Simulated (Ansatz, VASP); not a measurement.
# CsAgMoO4: VASP beside Ansatz, part 2 of 3

Aim: how closely do two programs agree when they are given the same cell, functional and k mesh? The cell is generated by rule, not measured, and may not be a known phase. The cell is taken from a series of runs on this material, whose earlier steps may have relaxed, scaled, displaced or heated it; both programs get it as it stands.

VASP 6.6.1 and Ansatz 0.2.0.

So far: Starting point; VASP: relaxation of cell and atoms, PBE with D4, pair 1.

## (3) Ansatz: relaxation of cell and atoms, PBE with D4, pair 1

Level of this step: Ansatz beside VASP: Kohn-Sham DFT, plane waves, PBE with D4 (Ansatz).

Ansatz runs on its default PAW (the set named soft_2) files.

The same cell, functional and mesh now go to Ansatz, which takes its cutoff from its data sets.

Contents of input.yaml:

```yaml
crystal:
  lattice:
    - [-3.1091732941, 3.1091732941, 3.9857340118]
    - [3.1091732941, -3.1091732941, 3.9857340118]
    - [3.1091732941, 3.1091732941, -3.9857340118]
  atoms:
    - { symbol: Cs, position: [0.75, 0.25, 0.5] }
    - { symbol: Ag, position: [0.5, 0.5, 0.0] }
    - { symbol: Mo, position: [0.25, 0.75, 0.5] }
    - { symbol: O, position: [0.5128894864, 0.0716971513, 0.8248298742] }
    - { symbol: O, position: [0.9283028487, 0.7531327229, 0.4411923351] }
    - { symbol: O, position: [0.3119403878, 0.4871105136, 0.5588076649] }
    - { symbol: O, position: [0.2468672771, 0.6880596122, 0.1751701258] }
kpoints:
  mp_grid: { grid: [4, 4, 4] }
hamiltonian:
  xc: pbe
  dispersion: d4
scf:
  occupations: { method: fixed }
output:
  forces: true
  stress: true
  eigenvalues: true
relax:
  adjacent_minimum: "off"
  f_tol: 0.001
  max_steps: 60
  cell: { stress_tol: 0.01 }
```

Launch:

```sh
$ ansatz run input.yaml --threads 8 --pin off --max-ram 14336MiB --backend cpu --events-out ev --progress --plain --runs-dir out
```

Numbers of over 12 decimals in the logs are rounded to 6 here.

Output:

```text
Engine: ansatz 0.2.0, aarch64-unknown-linux-gnu
Pseudopotentials: kind: paw
Pseudopotential: Cs, paw, valence charge 9, recommended cutoff 420 eV (normal), Cs.paw.azcp
Pseudopotential: Ag, paw, valence charge 19, recommended cutoff 420 eV (normal), Ag.paw.azcp
Pseudopotential: Mo, paw, valence charge 14, recommended cutoff 420 eV (normal), Mo.paw.azcp
Pseudopotential: O, paw, valence charge 6, recommended cutoff 420 eV (normal), O.paw.azcp
Functional definition: PBE
  parameter kappa = 0.804
  parameter beta = 0.066725
  exchange = pbe_x(kappa = kappa, mu = beta*pi^2/3)
  correlation = pbe_c(beta = beta)
Crystal: 7 atoms, lattice volume = 154.120 Å³
Basis set: ecut = 420 eV, 3013 PW (Γ), exchange–correlation on 80×80×80 points (8 copies of the dense FFT grid, shifted against one another)
Bands: 40, of which v1, the nominal top of the filled ones, is band 33 counted from 1 (32 counted from 0)
Symmetry: 4 space group operations
Space group: I-4 (ITA 82), of the structure as read, at distance tolerance 5.4e-5 Å
k-points: 14 of 64 (time reversal used)
Non-local potential: Cs, projectors of the file, l = 0: 3, l = 1: 2, l = 2: 2, l = 3: 2
Non-local potential: Ag, projectors of the file, l = 0: 3, l = 1: 2, l = 2: 2, l = 3: 1
Non-local potential: Mo, projectors of the file, l = 0: 3, l = 1: 2, l = 2: 2, l = 3: 1
Non-local potential: O, projectors of the file, l = 0: 2, l = 1: 2, l = 2: 1
PAW form: soft (Blöchl's): semilocal exchange-correlation on the pseudo side does not see the compensation charge
PAW one-centre angular grid: Cs, 194 points (default); XC on 64 Gauss nodes
PAW one-centre angular grid: Ag, 590 points (default); XC on 64 Gauss nodes
PAW one-centre angular grid: Mo, 590 points (default); XC on 64 Gauss nodes
PAW one-centre angular grid: O, 110 points (default); XC on 64 Gauss nodes
Initial density: superposition of atomic densities (neutral atoms: chi_scale 0, normalization atom), corrected by the library's trained network
Initial wavefunctions: pseudopotential atomic-orbital guess
Functional: x = pbe(κ = 0.804, μ = 0.219515), c = pbe(β = 0.066725)
SCF iter   1: F=—  HF=-20490.042939 eV  |F-HF|=—  |Δ(HF+E_count)|=         —  Δρ=1.60e-3  dr2=2.21e-3  ethr=1.77e-3  ⟨swp⟩=4.9  Hψ=2018  notcnv=0  defer=69
preconditioner: auto → Resta (q_TF=auto, 2.369 Å⁻¹)  ε∞=4.9  [insulator: Δε(μ)=2.550 eV  Ē_g=10.642 eV  n_scr=26 (ndim 8)  ℏωp=21.2 eV  f_vac=0.208  ε∞_Penn≈4.9]
SCF iter   2: F=—  HF=-20490.043953 eV  |F-HF|=—  |Δ(HF+E_count)|=   1.01e-3  Δρ=7.42e-4  dr2=4.68e-4  ethr=3.34e-6  ⟨swp⟩=2.2  Hψ=1095  notcnv=0  defer=70
SCF iter   3: F=—  HF=-20490.044408 eV  |F-HF|=—  |Δ(HF+E_count)|=   4.56e-4  Δρ=3.97e-4  dr2=2.83e-4  ethr=7.08e-7  ⟨swp⟩=2.6  Hψ=856  notcnv=0  defer=70
SCF iter   4: F=—  HF=-20490.044436 eV  |F-HF|=—  |Δ(HF+E_count)|=   2.78e-5  Δρ=1.13e-4  dr2=3.78e-5  ethr=4.29e-7  ⟨swp⟩=2.6  Hψ=825  notcnv=0  defer=59
SCF iter   5: F=—  HF=-20490.044443 eV  |F-HF|=—  |Δ(HF+E_count)|=   7.13e-6  Δρ=5.09e-5  dr2=6.97e-6  ethr=5.72e-8  ⟨swp⟩=2.0  Hψ=748  notcnv=0  defer=21
SCF iter   6: F=—  HF=-20490.044445 eV  |F-HF|=—  |Δ(HF+E_count)|=   1.93e-6  Δρ=2.38e-5  dr2=9.14e-7  ethr=1.06e-8  ⟨swp⟩=2.0  Hψ=820  notcnv=0  defer=22
SCF iter   7: F=-20490.044446 eV  HF=-20490.044445 eV  |F-HF|=8.33e-8  |Δ(HF+E_count)|=   5.57e-8  Δρ=6.29e-6  dr2=8.88e-8  ethr=1.52e-10  ⟨swp⟩=9.2  Hψ=2871  notcnv=0
SCF 1 converged in 7 iterations: F = -20490.044446 eV  dr2 = 8.88e-8
  greatest PAW one-centre occupation: 1.000 electrons in one spin orbital (limit 2), on the Ag atom at site 1 (counted from 0), in its partial waves of l = 0
relax step   1: F+E_penalty+E_count = -20490.04444551 eV  Δ(F+E_penalty+E_count) = +0.000e0 eV  max|allowed force component| = 1.624e-4 eV/Å  Δτ_max = 0.0000 Å  P = -0.002 GPa  Ω = 154.120 Å³  (7 SCF iters, dr2 threshold 1.00e-7 eV, accepted)
Initial density: handed on by an earlier stage of this run
Initial wavefunctions: pseudopotential atomic-orbital guess (no wavefunctions were taken with the density)
iter 1 solved again at ethr=7.88e-8 eV; its pass at ethr=3.10e-3 eV (dr2=5.20e-5 eV) is discarded
SCF iter   1: F=—  HF=-20490.044469 eV  |F-HF|=—  |Δ(HF+E_count)|=         —  Δρ=6.34e-6  dr2=8.89e-8  ethr=7.88e-8  ⟨swp⟩=3.9  Hψ=3540  notcnv=0  defer=70
preconditioner: auto → Resta (q_TF=auto, 2.369 Å⁻¹)  ε∞=4.9  [insulator: Δε(μ)=2.540 eV  Ē_g=10.647 eV  n_scr=26 (ndim 8)  ℏωp=21.2 eV  f_vac=0.209  ε∞_Penn≈4.9]
SCF iter   2: F=—  HF=-20490.044445 eV  |F-HF|=—  |Δ(HF+E_count)|=   2.36e-5  Δρ=4.15e-6  dr2=4.81e-8  ethr=1.35e-10  ⟨swp⟩=2.0  Hψ=891  notcnv=0  defer=69
SCF iter   3: F=—  HF=-20490.044446 eV  |F-HF|=—  |Δ(HF+E_count)|=   4.83e-8  Δρ=5.06e-6  dr2=4.74e-8  ethr=7.29e-11  ⟨swp⟩=2.1  Hψ=823  notcnv=0  defer=69
SCF iter   4: F=—  HF=-20490.044446 eV  |F-HF|=—  |Δ(HF+E_count)|=   7.10e-9  Δρ=1.17e-6  dr2=2.15e-9  ethr=7.18e-11  ⟨swp⟩=2.0  Hψ=709  notcnv=0  defer=69
SCF iter   5: F=—  HF=-20490.044446 eV  |F-HF|=—  |Δ(HF+E_count)|=  7.20e-10  Δρ=5.68e-7  dr2=5.06e-10  ethr=3.26e-12  ⟨swp⟩=2.4  Hψ=865  notcnv=0  defer=69
SCF iter   6: F=—  HF=-20490.044446 eV  |F-HF|=—  |Δ(HF+E_count)|=  7.20e-10  Δρ=2.34e-7  dr2=5.85e-11  ethr=1.00e-12  ⟨swp⟩=2.0  Hψ=818  notcnv=0  defer=69
SCF iter   7: F=—  HF=-20490.044446 eV  |F-HF|=—  |Δ(HF+E_count)|=  1.46e-11  Δρ=9.33e-8  dr2=8.89e-12  ethr=1.00e-12  ⟨swp⟩=1.0  Hψ=539  notcnv=0  defer=69
SCF iter   8: F=-20490.044446 eV  HF=-20490.044446 eV  |F-HF|=3.64e-12  |Δ(HF+E_count)|=  7.28e-12  Δρ=1.68e-8  dr2=5.28e-13  ethr=1.00e-12  ⟨swp⟩=11.3  Hψ=2958  notcnv=0
SCF 2 converged in 8 iterations: F = -20490.044446 eV  dr2 = 5.28e-13
relax step   2: F+E_penalty+E_count = -20490.04444552 eV  Δ(F+E_penalty+E_count) = -1.528e-8 eV  max|allowed force component| = 1.542e-4 eV/Å  Δτ_max = 0.0000 Å  P = -0.002 GPa  Ω = 154.120 Å³  stress off target by 2.48e-3 GPa  SCF on the basis re-selected at this cell (its energy is not comparable with the rows above)  (8 SCF iters)
basis re-selected at this cell: Δ(F+E_penalty+E_count) = -1.528e-8 eV, ΔP = +0.000 GPa vs the last step (what re-selecting the basis moved, of the pressure what is left beyond the Pulay correction that the steps carried, after the strain that the cell walked since its last selection, with what the two solves' SCF thresholds leave and, on support functions, any second-order correction that the steps lacked; it is no m [...]
SCF converged after 8 iterations
Free energy (F): -20490.044446 eV
Harris-Foulkes:  -20490.044446 eV  (|F-HF|=3.64e-12)
Internal energy: -20490.044446 eV  (E = F + TS)
E sigma→0 (E₀):  -20490.044446 eV
Fermi energy:    4.526953 eV
--- Per-component energies (eV) ---
  E_band       = -832.635963
  E_kinetic    = 1805.419670
  E_local      = -8251.023724  (includes V_loc(G=0)·N_el)
  E_nonlocal   = 446.803062
  E_hartree    = 3424.230778
  E_xc         = -833.941764
  E_vxc        = -961.219362  (∫ρ·V_xc dr)
  E_paw        = -12803.286749  (= ΣΔE_a)
  E_vpaw       = -721.087346  (= ΣTr[D̂ρ^β])
  E_aug_tail   = 0.010208  (compensation charges beyond the density's cutoff)
  E_ewald      = -4277.157142
  E_disp       = -1.098784  (pairwise vdW)
  E_smearing   = -0.000000  (= −TS)
  E_closure    = -0.000000  (closes the sum)
  Σ components = -20490.044446   (vs F -20490.044446, Δ=0.00e0)
--- Forces (eV/Å), atoms counted from 1 ---
  atom   1  Cs     0.00000000     0.00000000     0.00000000
  atom   2  Ag    -0.00000000     0.00000000     0.00000000
  atom   3  Mo     0.00000000     0.00000000     0.00000000
  atom   4  O      0.00015420     0.00014362     0.00007319
  atom   5  O      0.00014362    -0.00015420    -0.00007319
  atom   6  O     -0.00014362     0.00015420    -0.00007319
  atom   7  O     -0.00015420    -0.00014362     0.00007319
  max |Σ_I F_I| component: 7.04e-17 eV/Å
--- Stress (GPa, compression-positive) ---
       -0.002477       0.000000       0.000000
       -0.000000      -0.002477      -0.000000
        0.000000      -0.000000      -0.001280
  P = ⅓ Tr σ = -0.0021 GPa (-0.021 kbar)
--- Band table (eV; the first three rows and the last of 14) ---
  k-point 0: bands = [... 29 lower, 3.3782, 3.6205, 3.6205, 3.6973, 7.5536, 8.0376, 8.1070, 9.3883, ... 3 higher]
  k-point 1: bands = [... 29 lower, 3.3818, 3.5572, 3.8892, 4.0643, 7.9110, 8.0960, 8.2609, 9.2249, ... 3 higher]
  k-point 2: bands = [... 29 lower, 3.3541, 3.6328, 3.9919, 4.4636, 7.9320, 8.0798, 8.8061, 9.2539, ... 3 higher]
  k-point 13: bands = [... 29 lower, 3.5114, 4.0375, 4.0375, 4.5270, 7.0672, 7.8515, 9.5374, 9.7405, ... 3 higher]
--- Relaxed structure (1 steps of the walk, 1 accepted, 1 SCFs on fresh bases) ---
  F+E_penalty+E_count = -20490.04444552 eV   max|allowed force component| = 1.542e-4 eV/Å   (the final SCF, on the basis selected at the relaxed cell)
  cell:  # Å, volume = 154.1197 Å³
    - [-3.1091732941, 3.1091732941, 3.9857340118]
    - [3.1091732941, -3.1091732941, 3.9857340118]
    - [3.1091732941, 3.1091732941, -3.9857340118]
  atoms:
    - { symbol: Cs, position: [0.750000, 0.250000, 0.500000] }
    - { symbol: Ag, position: [0.500000, 0.500000, 0.0] }
    - { symbol: Mo, position: [0.250000, 0.750000, 0.500000] }
    - { symbol: O, position: [0.5128894864, 0.071697, 0.8248298742] }
    - { symbol: O, position: [0.928303, 0.753133, 0.4411923351] }
    - { symbol: O, position: [0.3119403878, 0.4871105136, 0.5588076649] }
    - { symbol: O, position: [0.246867, 0.6880596122, 0.175170] }
```

The column dr2 measures how far the density is from self-consistency, as an energy; F and HF (Harris–Foulkes) agree once it is small.

## (4) Side by side

Known differences besides the potentials themselves: fixed occupations in Ansatz, narrow Gaussian smearing in VASP; the data sets hold 66 valence electrons in Ansatz (on its default PAW (the set named soft_2) files) and 58 in VASP; the cutoff is 420 eV in Ansatz and 600 eV in VASP; Ansatz adds a Pulay correction to the stress that steers its cell, VASP none. Total energies have different zeros and are not compared.

Compared:

```
                                         quantity  Ansatz    VASP  difference
                                      volume (Å³)  154.12  153.29     +0.54 %
edge a after relaxation, in the typed setting (Å)   5.935   5.924     +0.18 %
```

## (5) Ansatz: relaxation of cell and atoms, PBE with D4, pair 2

The relaxed volume is the usual yardstick between codes: in a stiff, nearly cubic crystal its relative difference is about their pressure difference at one cell divided by the bulk modulus. Its start cell is another than that of the pair before, and may be another structure of the material.

The cell is taken from a series of runs on this material, whose earlier steps may have relaxed, scaled, displaced or heated it; both programs get it as it stands.

input.yaml, the sections that differ from step 3:

```yaml
crystal:
  lattice:
    - [0.0, 4.6126840282, 4.6126840282]
    - [4.6126840282, 0.0, 4.6126840282]
    - [4.6126840282, 4.6126840282, 0.0]
  atoms:
    - { symbol: Cs, position: [0.75, 0.75, 0.75] }
    - { symbol: Ag, position: [0.5, 0.5, 0.5] }
    - { symbol: Mo, position: [0.25, 0.25, 0.25] }
    - { symbol: O, position: [0.9169463259, 0.3610178914, 0.3610178914] }
    - { symbol: O, position: [0.3610178914, 0.3610178914, 0.9169463259] }
    - { symbol: O, position: [0.3610178914, 0.9169463259, 0.3610178914] }
    - { symbol: O, position: [0.3610178914, 0.3610178914, 0.3610178914] }
output:
  forces: true
  stress: true
  eigenvalues: true
  write_density: true
  write_potential: true
  elf: true
  volumetric_format: npy
# kpoints, hamiltonian, scf, relax: as in step 3
```

Output:

```text
[...]
Crystal: 7 atoms, lattice volume = 196.287 Å³
Basis set: ecut = 420 eV, 3839 PW (Γ), exchange–correlation on 90×90×90 points (8 copies of the dense FFT grid, shifted against one another)
Bands: 40, of which v1, the nominal top of the filled ones, is band 33 counted from 1 (32 counted from 0)
Symmetry: 24 space group operations
[...]
k-points: 8 of 64 (time reversal used)
[...]
- [4.613415, 0, 4.613415]
    - [4.613415, 4.613415, 0]
  atoms:
    - { symbol: Cs, position: [0.750000, 0.750000, 0.750000] }
    - { symbol: Ag, position: [0.500000, 0.500000, 0.500000] }
    - { symbol: Mo, position: [0.25, 0.25, 0.25] }
    - { symbol: O, position: [0.916971, 0.361010, 0.361010] }
    - { symbol: O, position: [0.361010, 0.361010, 0.916971] }
    - { symbol: O, position: [0.361010, 0.916971, 0.361010] }
    - { symbol: O, position: [0.361010, 0.361010, 0.361010] }
[key lines of the parts left out:]
SCF converged after 8 iterations
Free energy (F): -20489.574515 eV
Fermi energy:    2.689858 eV
P = ⅓ Tr σ = 0.0093 GPa (0.093 kbar)
```

## (6) VASP: relaxation of cell and atoms, PBE with D4, pair 2

The same cell, functional and mesh now go to VASP, with its own data sets.

Contents of INCAR:

```
SYSTEM = CsAgMoO4
PREC = Accurate
ENCUT = 600
EDIFF = 1E-07
NELM = 120
ISMEAR = 0
SIGMA = 0.01
LREAL = .FALSE.
ALGO = Normal
GGA = PE
IVDW = 13
NBANDS = 36
LASPH = .TRUE.
LORBIT = 11
LWAVE = .FALSE.
LCHARG = .FALSE.
ISIF = 3
IBRION = 2
NSW = 80
EDIFFG = -0.005
GGA_COMPAT = .FALSE.
NELMIN = 4
EFERMI = MIDGAP
KPAR = 2
```

Contents of POSCAR:

```
CsAgMoO4
1.0
    0.0000000000      4.6126840000      4.6126840000
    4.6126840000      0.0000000000      4.6126840000
    4.6126840000      4.6126840000      0.0000000000
Cs Ag Mo O
1 1 1 4
Direct
    0.7500000000      0.7500000000      0.7500000000
    0.5000000000      0.5000000000      0.5000000000
    0.2500000000      0.2500000000      0.2500000000
    0.9169462942      0.3610179019      0.3610179019
    0.3610179019      0.3610179019      0.9169462942
    0.3610179019      0.9169462942      0.3610179019
    0.3610179019      0.3610179019      0.3610179019
```

Contents of KPOINTS:

```
Automatic mesh
0
Gamma
4 4 4
0 0 0
```

The projector-augmented-wave data sets are Cs_sv, Ag, Mo_sv and O (PBE family, release 64).

Launch:

```sh
$ mpirun -np 2 vasp_std
```

Output:

```text
[... set-up lines as in an earlier step ...]
 entering main loop
       N       E                     dE             d eps       ncg     rms          rms(c)
DAV:   1     0.500308461667E+03    0.50031E+03   -0.32180E+04   640   0.160E+03
DAV:   2    -0.149916862464E+02   -0.51530E+03   -0.50612E+03   704   0.353E+02
DAV:   3    -0.563430611599E+02   -0.41351E+02   -0.41107E+02   732   0.104E+02
DAV:   4    -0.570643173111E+02   -0.72126E+00   -0.71831E+00   752   0.139E+01
[...]
DAV:  16    -0.458947974867E+02    0.99844E-06   -0.15886E-06   628   0.753E-03    0.833E-03
DAV:  17    -0.458947971165E+02    0.37023E-06   -0.99187E-07   664   0.658E-03    0.117E-03
DAV:  18    -0.458947970894E+02    0.27117E-07   -0.32746E-08   512   0.127E-03
   1 F= -.46847695E+02 E0= -.46847695E+02  d E =-.468477E+02
[...]
2 F= -.46847232E+02 E0= -.46847232E+02  d E =0.462867E-03
[...]
3 F= -.46848051E+02 E0= -.46848051E+02  d E =-.356762E-03
[...]
4 F= -.46848314E+02 E0= -.46848314E+02  d E =-.262868E-03
[...]
5 F= -.46848344E+02 E0= -.46848344E+02  d E =-.292803E-03
[...]
reached required accuracy - stopping structural energy minimisation
```

From OUTCAR (step 6):

```text
  Edisp (eV):   -0.95569

  Total       0.00508     0.00508     0.00508     0.00000     0.00000    -0.00000
  in kB       0.04163     0.04163     0.04163     0.00000     0.00000    -0.00000
  external pressure =        0.04 kB  Pullay stress =        0.00 kB

 POSITION                                       TOTAL-FORCE (eV/Angst)
 -----------------------------------------------------------------------------------
      6.91095      6.91095      6.91095         0.000000     -0.000000     -0.000000
      4.60730      4.60730      4.60730        -0.000000     -0.000000     -0.000000
      2.30365      2.30365      2.30365        -0.000000     -0.000000     -0.000000
      3.32867      5.88593      5.88593         0.000811     -0.000811     -0.000811
      5.88593      5.88593      3.32867        -0.000811     -0.000811      0.000811
      5.88593      3.32867      5.88593        -0.000811      0.000811     -0.000811
      3.32867      3.32867      3.32867         0.000811      0.000811      0.000811
 -----------------------------------------------------------------------------------
    total drift:                                0.000001      0.000001      0.000001

  FREE ENERGIE OF THE ION-ELECTRON SYSTEM (eV)
  ---------------------------------------------------
  free  energy   TOTEN  =       -46.8483442458 eV

  energy  without entropy=      -46.8483442458  energy(sigma->0) =      -46.84834425

[... 1 part as in an earlier step ...]

[... 3 further parts left out ...]
[key lines of the parts left out:]
E-fermi :   1.2102
```

The run keeps the 24 symmetry operations of its start, so it cannot find a distortion of lower symmetry.

## (7) Comparison

What differs besides the data sets and the points named for the pairs above, as far as they apply: the data sets hold 66 valence electrons in Ansatz (on its default PAW (the set named soft_2) files) and 58 in VASP. Total energies have different zeros and are not compared.

The two programs side by side:

```
                                         quantity  Ansatz    VASP  difference
                                      volume (Å³)  196.38  195.60     +0.40 %
edge a after relaxation, in the typed setting (Å)   6.524   6.516     +0.13 %
```

(Part 2 of 3 ends here.)

[Lines on the potential files, build, host, timing and source positions are cut from VASP's logs without a mark.]

[Logs are printed without paths, hosts, clocks, repeated set-up lines and the standing remarks that a program may print on its own settings, such as how far it seeks lower states.]

[Hosts, paths, dates, database ids (printed as entryN), source tags and the programs' standing remarks are cut or masked in the printed files.]
